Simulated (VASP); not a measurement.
Calculation: PBEsol GGA, VASP's PBE PAW potentials (set 64) (plane waves; VASP 6.6.1).

Input for VASP

### KPOINTS
```
Automatic mesh
0
Gamma
17 17 4
0 0 0
```

**INCAR**
```
! general
SYSTEM =MoTe2
PREC   =Accurate
ENCUT  =400
LREAL  =F
LASPH  =T
NBANDS =93

! electronic loop
EDIFF  =1E-7
NELM   =100
ALGO   =Normal
LMAXMIX=4

! smearing
ISMEAR =0
SIGMA  =0.01

! functional
GGA    =PS

! output
LWAVE  =F
LCHARG =F
NEDOS  =1001

! other
LOPTICS=T
CSHIFT =0.1
```

**POSCAR**
```
MoTe2
1
    1.7461316814    -3.0243883776    -0.0000000000
    1.7461316814     3.0243883776     0.0000000000
   -0.0000000000     0.0000000000    13.9761449441
Te Mo
4 2
Direct
  0.3333330000   0.6666670000   0.8793236539
  0.6666670000   0.3333330000   0.3793236539
  0.6666670000   0.3333330000   0.1206763461
  0.3333330000   0.6666670000   0.6206763461
  0.3333330000   0.6666670000   0.2500000000
  0.6666670000   0.3333330000   0.7500000000
```

POTCAR, in this order: Te Mo_sv (PBE.64 set). Program: vasp_std.

Q: What will the output report for the number of irreducible k-points (NKPTS), largest plane-wave count, number of space-group operations, FFT grid (NGX, NGY, NGZ)?

A: 
The number of irreducible k-points (NKPTS) comes out as 99 and the largest plane-wave count is 2705. The number of space-group operations comes out as 24 and the FFT grid (NGX, NGY, NGZ) comes out as 24 × 24 × 96.

The compound is MoTe2 in the 2H layered structure. It was relaxed first.
